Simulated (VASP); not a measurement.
Consider the following.

```xyz
4
Lattice="0.0000 3.4891 3.4891 3.4891 0.0000 3.4891 3.4891 3.4891 0.0000" Properties=species:S:1:pos:R:3 pbc="T T T"
Na     3.4891     3.4891     0.0000
Cd     1.7446     1.7446     1.7446
Cd     5.2337     5.2337     5.2337
Cd     3.4891     3.4891     3.4891
```

Method: PBEsol GGA with spin-orbit coupling, VASP's PBE PAW potentials (set 64) (plane waves; VASP). Numerical set-up: 400 eV cut-off, 7×7×7 Γ-centred mesh, Gaussian smearing of 0.050 eV, potentials Na_pv Cd.

Question: Predict the energy per atom (σ→0), band gap (over mesh and band path) with the smallest direct gap where there is one.

Answer: 
```
Quantity                                                               Value
----------------------------------  ----------------------------------------
band gap (over mesh and band path)  none (metal, semimetal or under 0.01 eV)
energy per atom (σ→0)                                         -1.329 eV/atom
```

The structure comes from a computed database's NaCd3 entry (Fm-3m); how it stands against other phases isn't given here. It was relaxed first.
